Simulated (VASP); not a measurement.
An input for Quantum ESPRESSO's pw.x (written as the equivalent of a VASP run, and not itself run):

```
&CONTROL
  calculation = 'scf'
  pseudo_dir = './pseudo'
  outdir = './out'
  tprnfor = .true.
  tstress = .true.
/
&SYSTEM
  ibrav = 0
  nat = 1
  ntyp = 1
  ecutwfc = 90
  occupations = 'tetrahedra'
  input_dft = 'pbe'
  vdw_corr = 'grimme-d3'
  dftd3_version = 3
  dftd3_threebody = .false.
  nspin = 2
  starting_magnetization(1) = 0.21
/
&ELECTRONS
  conv_thr = 7.3e-09
  electron_maxstep = 100
/
ATOMIC_SPECIES
  Fe 55.845 Fe.upf
CELL_PARAMETERS angstrom
    -1.4012456    1.4012456    1.4012456
     1.4012456   -1.4012456    1.4012456
     1.4012456    1.4012456   -1.4012456
ATOMIC_POSITIONS crystal
  Fe   0.0000000  0.0000000  0.0000000
K_POINTS automatic
  20 20 20 0 0 0
```

Question: Write the VASP files for the same calculation (PBE-D3 (zero damping)).

Answer: Several could match; the one computed here: 
**POSCAR**
```
Fe
1
   -1.4012455714     1.4012455714     1.4012455714
    1.4012455714    -1.4012455714     1.4012455714
    1.4012455714     1.4012455714    -1.4012455714
Fe
1
Direct
  0.0000000000   0.0000000000   0.0000000000
```

INCAR:
```
SYSTEM = Fe
PREC = Accurate
ENCUT = 520
EDIFF = 1E-7
NELM = 100
ALGO = Normal
LREAL = .FALSE.
LASPH = .TRUE.
ISMEAR = -5
GGA = PE
IVDW = 11
LMAXMIX = 4
ISPIN = 2
MAGMOM = 2.1
LORBIT = 11
LWAVE = .FALSE.
LCHARG = .TRUE.
NEDOS = 601
ISIF = 2
```

**KPOINTS**
```
Regular mesh
0
G
 20 20 20
```

POTCAR, in this order: Fe (PBE.64 set). Program: vasp_std.

What does not carry over: the potentials are each code's own (VASP's PAW set, PseudoDojo norm-conserving files in pw.x), so ENCUT and ecutwfc are chosen apart and not converted; conv_thr bounds pw.x's estimated SCF error, while EDIFF bounds the energy change between steps; starting_magnetization is a fraction of the valence charge and MAGMOM a moment in μB, so they match only roughly.

The compound is Fe in the bcc structure. It was relaxed first, which changed the volume by -7 %.
